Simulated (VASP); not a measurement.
# MgBe (P6mm) in VASP: settings compared, part 2 of 2

VASP 6.6.1. The steps go on from the part before.

### 3 Atomic charges, PBE0+D2

POSCAR reads:

```
MgBe
1.0
    2.3995486400      0.0000000000      0.0000000000
   -1.1997743200      2.0780700800      0.0000000000
    0.0000000000      0.0000000000      4.9009135800
Mg Be
1 1
Direct
    0.0000000000      0.0000000000      0.0433479700
    0.0000000000      0.0000000000      0.5905093500
```

INCAR.step1 reads:

```
PREC = Accurate ; ENCUT = 520
EDIFF = 1E-5 ; ISMEAR = 1
SIGMA = 0.1 ; LREAL = F
LASPH = T ; NELM = 60
ALGO = Normal ; ISIF = 2
LWAVE = T ; GGA = PE
```

INCAR.step2 reads:

```
PREC = Accurate ; ENCUT = 520
EDIFF = 1E-6 ; ISMEAR = 1
SIGMA = 0.1 ; LREAL = F
LASPH = T ; NELM = 60
ALGO = Normal ; ISIF = 2
LWAVE = F ; LCHARG = T
GGA = PE ; LHFCALC = T
AEXX = 0.25 ; PRECFOCK = Fast
IVDW = 1 ; LORBIT = 11
LELF = T ; LVHAR = T
ISTART = 1
```

KPOINTS reads:

```
Automatic mesh
0
Gamma
  7 7 3
```

Potentials or basis: VASP PAW PBE potentials, release 64 (Mg_pv, Be_sv).

Started as:

```sh
cat potpaw_PBE.64/Mg_pv/POTCAR potpaw_PBE.64/Be_sv/POTCAR > POTCAR
cp INCAR.step1 INCAR
mpirun -np 1 vasp_std > vasp.out
cp INCAR.step2 INCAR
mpirun -np 1 vasp_std > vasp.out
```

OUTCAR:

```text
PREC = Accurate
   ENCUT = 520
   EDIFF = 1E-6
   ISMEAR = 1
   LREAL = F
   LASPH = T
   NELM = 60
   ISIF = 2
   GGA = PE
   LHFCALC = T
   AEXX = 0.25
   PRECFOCK = Fast
   IVDW = 1
   LORBIT = 11
   ISTART = 1
  IVDW =   1

 ion  position               nearest neighbor table
   1  0.000  0.000  0.043-   2 2.22
   2  0.000  0.000  0.591-   1 2.22

  LATTYP: Found a hexagonal cell.
 ALAT       =     2.3995486400
 C/A-ratio  =     2.0424314383

  Lattice vectors:

 A1 = (   2.3995486400,   0.0000000000,   0.0000000000)
 A2 = (  -1.1997743200,   2.0780700800,   0.0000000000)
 A3 = (   0.0000000000,   0.0000000000,   4.9009135800)

Analysis of symmetry for initial positions (statically):
=====================================================================
 Subroutine PRICEL returns:
 Original cell was already a primitive cell.

 Routine SETGRP: Setting up the symmetry group for a
 hexagonal supercell.

 Subroutine GETGRP returns: Found 12 space group operations
 (whereof 12 operations were pure point group operations)
 out of a pool of 24 trial point group operations.

The static configuration has the point symmetry C_6v.

Analysis of symmetry for dynamics (positions and initial velocities):
=====================================================================
 Subroutine PRICEL returns:
 Original cell was already a primitive cell.

 Routine SETGRP: Setting up the symmetry group for a
 hexagonal supercell.

 Subroutine GETGRP returns: Found 12 space group operations
 (whereof 12 operations were pure point group operations)
 out of a pool of 24 trial point group operations.

The dynamic configuration has the point symmetry C_6v.

 Subroutine INISYM returns: Found 12 space group operations
 (whereof 12 operations are pure point group operations),
 and found     1 'primitive' translations

----------------------------------------------------------------------------------------

                                     Primitive cell

  volume of cell :      24.4381

  direct lattice vectors                    reciprocal lattice vectors
     2.399548640  0.000000000  0.000000000     0.416745043  0.240607862  0.000000000
    -1.199774320  2.078070080  0.000000000     0.000000000  0.481215725  0.000000000
     0.000000000  0.000000000  4.900913580     0.000000000  0.000000000  0.204043590

  length of vectors
     2.399548640  2.399548640  4.900913580     0.481215725  0.481215725  0.204043590

  position of ions in fractional coordinates (direct lattice)
     0.000000000  0.000000000  0.043347970
     0.000000000  0.000000000  0.590509350

  ion indices of the primitive-cell ions
   primitive index   ion index
                 1           1
                 2           2

----------------------------------------------------------------------------------------

 KPOINTS: Automatic mesh

[... 48 lines left out ...]
 SYSTEM =  unknown system
   PREC   = accura    normal or accurate (medium, high low for compatibility)
   ISTART =      1    job   : 0-new  1-cont  2-samecut
   ICHARG =      0    charge: 1-file 2-atom 10-const
   ISPIN  =      1    spin polarized calculation?
   LNONCOLLINEAR =      F non collinear calculations
   LSORBIT =      F    spin-orbit coupling
   LASPH  =      T    aspherical Exc in radial PAW
   ENCUT  =  520.0 eV  38.22 Ry    6.18 a.u.   4.46  4.46  9.11*2*pi/ulx,y,z
   NELM   =     60;   NELMIN=  2; NELMDL=  0     # of ELM steps
   EDIFF  = 0.1E-05   stopping-criterion for ELM
   LREAL  =      F    real-space projection
   EDIFFG = 0.1E-04   stopping-criterion for IOM
   NSW    =      0    number of steps for IOM
   IBRION =     -1    ionic relax: 0-MD 1-quasi-New 2-CG
   NFREE  =      0    steps in history (QN), initial steepest desc. (CG)
   ISIF   =      2    stress and relaxation
   ISYM   =      3    0-nonsym 1-usesym 2-fastsym
   POTIM  = 0.5000    time-step for ionic-motion
   TEBEG  =    0.0;   TEEND  =   0.0 temperature during run
   PSTRESS=    0.0 pullay stress
   NELECT =      12.0000    total number of electrons
   NUPDOWN=      -1.0000    fix difference up-down
   EMIN   =  10.00;   EMAX   =-10.00  energy-range for DOS
   EFERMI =   0.00;   METHOD = LEGACY
   ISMEAR =     1;   SIGMA  =   0.10  broadening in eV -4-tet -1-fermi 0-gaus
   EFERMI_NEDOS =   21; number of points for ismear=-14 and -15
   IALGO  =     38    algorithm
   IMIX   =      1    mixing-type and parameters
     AMIX     =   0.40;   BMIX     =  1.00
     AMIX_MAG =   1.60;   BMIX_MAG =  1.00
  volume/ion in A,a.u.               =      12.22        82.46
  Fermi-wavevector in a.u.,A,eV,Ry     =   1.291555  2.440685 22.696081  1.668115
  Thomas-Fermi vector in A             =   2.423318
   LORBIT       =     11    0 simple, 1 ext, 2 COOP (PROOUT), +10 PAW based schemes
   GGA     = PE    functional components
   LHFCALC =     T    Hartree Fock is set to
   PRECFOCK=fast      Normal, Fast or Accurate (Low or Medium for compatibility)
   ENCUT4O =  -1.0   cutoff for four orbital integrals eV
   NKREDX  =     1    reduce k-point grid by
   NKREDY  =     1    reduce k-point grid by
   NKREDZ  =     1    reduce k-point grid by
   AEXX    =    0.2500 exact exchange contribution
   HFSCREEN=    0.0000 screening length (either q_TF or 0.3 A-1)
   HFSCREENC=   0.0000 screening length for correlation (either q_TF or 0.3 A-1)
   ENCUTFOCK=  -1.0 apply spherical cutoff to Coloumb kernel
   IVDW    =     1    specifies the selected vdW correction
   LEPSILON=     F    determine dielectric tensor
   LRPA    =     F    only Hartree local field effects (RPA)
 non-spin polarized calculation
 Methfessel and Paxton  Order N= 1 SIGMA  =   0.10
  energy-cutoff  :      520.00
  volume of cell :       24.44
 maximum number of plane-waves:       673
 NGX is ok and might be reduce to    18
  NGX = 12; NGY = 12; NGZ = 24

 number of electron      11.9999989 magnetization

 Free energy of the ion-electron system (eV)
  ---------------------------------------------------
  ext. energy  EPLUGINS =         0.00000000
  ---------------------------------------------------
  free energy    TOTEN  =        -2.38918747 eV

  energy without entropy =       -2.38759118  energy(sigma->0) =       -2.38865538

 E-fermi :   5.0783     XC(G=0):  -8.1947

 val. band max:        4.4881456563   @ k =   0.0000   0.0000   0.3333
 cond. band min:       5.1090765163   @ k =   0.2857   0.1429   0.0000
 fundamental gap:      0.6209308600
 Fermi energy:         5.0782539178

 k-point     1 :       0.0000    0.0000    0.0000
  band No.  band energies     occupation
      1    -102.1039      2.00000
      2     -42.3892      2.00000
      3     -42.2793      2.00000
      4     -42.2793      2.00000
      5      -6.9726      2.00000
      6      -0.8935      2.00000
      7       0.1311      2.00000
      8      16.5766      0.00000
      9      19.1724      0.00000
     10      21.5587      0.00000
[... 183 lines left out ...]
 k-point    16 :       0.2857    0.2857    0.3333
  band No.  band energies     occupation
      1    -102.0935      2.00000
      2     -42.6250      2.00000
      3     -42.5096      2.00000
      4     -42.3105      2.00000
      5       1.8567      2.00000
      6       5.3116     -0.00471
      7       6.7231     -0.00000
      8       9.3860      0.00000
      9       9.4141      0.00000
     10      10.4043      0.00000

------------------------ aborting loop because EDIFF is reached ----------------------------------------

  DFT-D2 method for vdW energy calculation

  Number of pair interactions contributing to vdW energy:   64302

  Edisp (eV):   -0.32867

  FORCE on cell =-STRESS in cart. coord.  units (eV):
  Direction    XX          YY          ZZ          XY          YZ          ZX
  --------------------------------------------------------------------------------------
  -------------------------------------------------------------------------------------
  Total       6.17588     6.17588     2.12003     0.00000    -0.00000     0.00000
  in kB     404.89505   404.89505   138.99073     0.00000    -0.00000     0.00000
  external pressure =      316.26 kB  Pullay stress =        0.00 kB

 VOLUME and BASIS-vectors are now :
 -----------------------------------------------------------------------------
  energy-cutoff  :      520.00
  volume of cell :       24.44
      direct lattice vectors                 reciprocal lattice vectors
     2.399548640  0.000000000  0.000000000     0.416745043  0.240607862  0.000000000
    -1.199774320  2.078070080  0.000000000     0.000000000  0.481215725  0.000000000
     0.000000000  0.000000000  4.900913580     0.000000000  0.000000000  0.204043590

 POSITION                                       TOTAL-FORCE (eV/Angst)
 -----------------------------------------------------------------------------------
      0.00000      0.00000      0.21244        -0.000000     -0.000000      1.359642
      0.00000      0.00000      2.89404         0.000000      0.000000     -1.359642
 -----------------------------------------------------------------------------------
    total drift:                                0.000001      0.000001     -0.011335

  FREE ENERGIE OF THE ION-ELECTRON SYSTEM (eV)
  ---------------------------------------------------
  free  energy   TOTEN  =        -2.7178620023 eV

  energy  without entropy=       -2.7162657164  energy(sigma->0) =       -2.71732991

 total charge

# of ion       s       p       d       tot
------------------------------------------
    1        0.333   6.179   0.046   6.558
    2        2.333   0.451   0.000   2.784
--------------------------------------------------
tot          2.666   6.630   0.046   9.342
```

OUTCAR.step1:

```text
PREC = Accurate
   ENCUT = 520
   EDIFF = 1E-5
   ISMEAR = 1
   LREAL = F
   LASPH = T
[... 420 lines left out ...]
 -----------------------------------------------------------------------------------
      0.00000      0.00000      0.21244        -0.000000      0.000000      1.411955
      0.00000      0.00000      2.89404         0.000000     -0.000000     -1.411955
 -----------------------------------------------------------------------------------
    total drift:                                0.000001      0.000001     -0.005221

  FREE ENERGIE OF THE ION-ELECTRON SYSTEM (eV)
  ---------------------------------------------------
  free  energy   TOTEN  =        -2.3303246190 eV

  energy  without entropy=       -2.3320474372  energy(sigma->0) =       -2.33089889
```

OSZICAR.step1:

```text
N       E                     dE             d eps       ncg     rms          rms(c)
DAV:   1     0.699698451039E+02    0.69970E+02   -0.83067E+03   334   0.294E+03
DAV:   2    -0.338397662472E-02   -0.69973E+02   -0.69262E+02   336   0.438E+02
DAV:   3    -0.238346559237E+01   -0.23801E+01   -0.23760E+01   536   0.631E+01
DAV:   4    -0.246831531804E+01   -0.84850E-01   -0.84845E-01   424   0.731E+00
DAV:   5    -0.247209821017E+01   -0.37829E-02   -0.37826E-02   460   0.119E+00    0.142E+00
DAV:   6    -0.233642587215E+01    0.13567E+00   -0.67281E-01   352   0.332E+00    0.707E-01
DAV:   7    -0.233172053649E+01    0.47053E-02   -0.20747E-02   374   0.155E+00    0.390E-01
DAV:   8    -0.233038341971E+01    0.13371E-02   -0.44068E-03   362   0.113E+00    0.739E-02
DAV:   9    -0.233032793255E+01    0.55487E-04   -0.56236E-04   372   0.251E-01    0.171E-02
DAV:  10    -0.233032461901E+01    0.33135E-05   -0.59048E-05   362   0.724E-02
   1 F= -.23303246E+01 E0= -.23308989E+01  d E =0.172282E-02
```

It took 3.1 min on 1 thread of Intel Xeon Platinum 8259CL at 2.50GHz (Skylake/Cascade Lake), shared host; peak memory 0.13 GiB.

Results:

```
Free energy                                           : -2.7179 eV
Pressure                                              : 31.6 GPa
Largest force                                         : 1.360 eV/Å
Band gap on the k mesh                                : none (metal or under the smearing width)
Valence electrons inside the program's atomic spheres : Mg 6.56; Be 2.78
Dispersion energy per atom                            : -0.164 eV
```

Forces in eV/Å, atoms in the order of the input:
```
Mg   0.000  0.000  1.360
Be   0.000  0.000 -1.360
```

Stress tensor (GPa, compression positive):
```
40.49  0.00  0.00
 0.00 40.49  0.00
 0.00  0.00 13.90
```

Levels at points of the mesh, in eV from the Fermi level:
```tsv
k point	band 4	band 5	band 6	band 7	band 8	band 9
(0.00, 0.00, 0.00)	-47.36	-12.05	-5.97	-4.95	11.50	14.09
```

Caveat: the k mesh is coarse (spacing up to 0.43 Å⁻¹), so the values aren't converged, least of all with exact exchange; atom-pairwise D2, TS and ULG terms overbind metals; a pressure of tens of GPa on the cell as given is suspect, and the run, the potentials or the cell itself is likely at fault; the PAW data sets were made with another functional, which shifts forces and pressure a little; pairwise dispersion overbinds metals, which lowers pressure and volume.

### 4 The reference run

An earlier run on the cell as given: functional PBE; potentials or basis VASP PAW PBE potentials, release 64 (Mg, Be); cutoff 520 eV; k mesh 13 × 13 × 6; occupations fermi-dirac, width 0.05 eV; no spin polarisation.

- Pressure: 33.7 GPa
- Largest force: 1.735 eV/Å
- Band gap on the k mesh: none (metal or under the smearing width)

### 5 The runs side by side

| task | level | potentials or basis | k mesh | smearing | grid for exact exchange (PRECFOCK) | exchange at q = 0 | other keys | mesh quality | gap on the mesh (eV) | pressure (GPa) | largest force (eV/Å) |
| --- | --- | --- | --- | --- | --- | --- | --- | --- | --- | --- | --- |
| single point | PBEsol0 | VASP PAW PBE potentials, release 64 (Mg, Be) | 7 × 7 × 3 | methfessel-paxton 0.2 eV | Fast | truncated | ISYM = 3; ALGO = Normal | coarse | none | 32.2 | 1.39 |
| atomic charges | PBE0+D2 | VASP PAW PBE potentials, release 64 (Mg_pv, Be_sv) | 7 × 7 × 3 | methfessel-paxton 0.1 eV | Fast | default | - | coarse | none | 31.6 | 1.36 |
| single point | PBE | VASP PAW PBE potentials, release 64 (Mg, Be) | 13 × 13 × 6 | fermi-dirac 0.05 eV | - | - | - | not flagged | none | 33.7 | 1.73 |

Alike in all rows: no spin polarisation; cell as given; cutoff (eV) 520.

Caveats: some runs use coarse meshes; a pressure of tens of GPa on the cell as given is suspect, and the run, the potentials or the cell itself is likely at fault; the PAW data sets were made with another functional, which shifts forces and pressure a little (some runs); atom-pairwise D2, TS and ULG terms overbind metals (some runs); pairwise dispersion overbinds metals, which lowers pressure and volume (some runs); forces of over 1 eV/Å show positions far from the minimum, so gaps and moduli don't describe the material at rest (some runs).

Total energies depend on the potentials used, so only differences within one code and one set of settings carry meaning.
